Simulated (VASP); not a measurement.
These are PBE GGA, VASP's PBE PAW potentials (set 64) (plane waves; VASP) values and carry that method's errors.

A VASP calculation is set up with these files.

### KPOINTS
```
Automatic mesh
0
Gamma
6 6 6
0 0 0
```

**POSCAR**
```
LuAs
4.1516470
  0.4843566902   0.2796434764   0.8289741397
 -0.4843566902   0.2796434764   0.8289741397
  0.0000000000  -0.5592869529   0.8289741397
Lu As
1 1
Cartesian
 -0.0000000000  -0.0000000000   1.8960296522
  0.0000000000   0.0000000000   0.5908927668
```

INCAR:
```
SYSTEM = LuAs
PREC = Accurate
ENCUT = 300
EDIFF = 1E-6
NELM = 100
ALGO = Normal
LREAL = .FALSE.
LASPH = .TRUE.
ISMEAR = -1
SIGMA = 0.1
GGA = PE
LMAXMIX = 6
LWAVE = .FALSE.
LCHARG = .FALSE.
ISIF = 2
```

POTCAR, in this order: Lu_3 As (PBE.64 set). Program: vasp_std.

At this cut-off the stress carries a Pulay error, which pulls relaxed volumes low. Gaps are read on the run's mesh, which can miss a band edge.

Q: What does the run give for the energy per atom (σ→0), pressure, largest force, band gap (on the k-mesh)?

A: 
energy per atom (σ→0): -572.9 kJ/mol of atoms
band gap (on the k-mesh): none (metal, semimetal or under 0.01 eV)
pressure: -1.01 GPa
largest force: 1.074 eV/Å

OSZICAR:
```
...
DAV:   7    -0.118866534193E+02   -0.70279E-02   -0.41160E-01  1320   0.943E+00    0.254E+00
DAV:   8    -0.118768734885E+02    0.97799E-02   -0.75575E-02  1216   0.359E+00    0.124E-01
DAV:   9    -0.118768603295E+02    0.13159E-04   -0.20386E-03  1154   0.479E-01    0.963E-02
DAV:  10    -0.118768850117E+02   -0.24682E-04   -0.90029E-05  1140   0.111E-01    0.705E-02
DAV:  11    -0.118768873151E+02   -0.23034E-05   -0.39157E-05  1136   0.577E-02    0.403E-02
DAV:  12    -0.118768860602E+02    0.12549E-05   -0.20192E-06   798   0.242E-02    0.116E-02
DAV:  13    -0.118768860084E+02    0.51766E-07   -0.32267E-06   872   0.156E-02
   1 F= -.11876886E+02 E0= -.11874442E+02  d E =-.488757E-02
```

The structure was generated: LuAs was put into an ordered model structure, which need not be its known phase. The cell was not relaxed at this level. The k-mesh is coarse (spacing up to 0.32 per Å, 2π included), so the numbers may not be converged in it. The run is one of a series of settings (KPOINTS 6×6×6 Γ-centred mesh against the base run), some of them coarse on purpose.
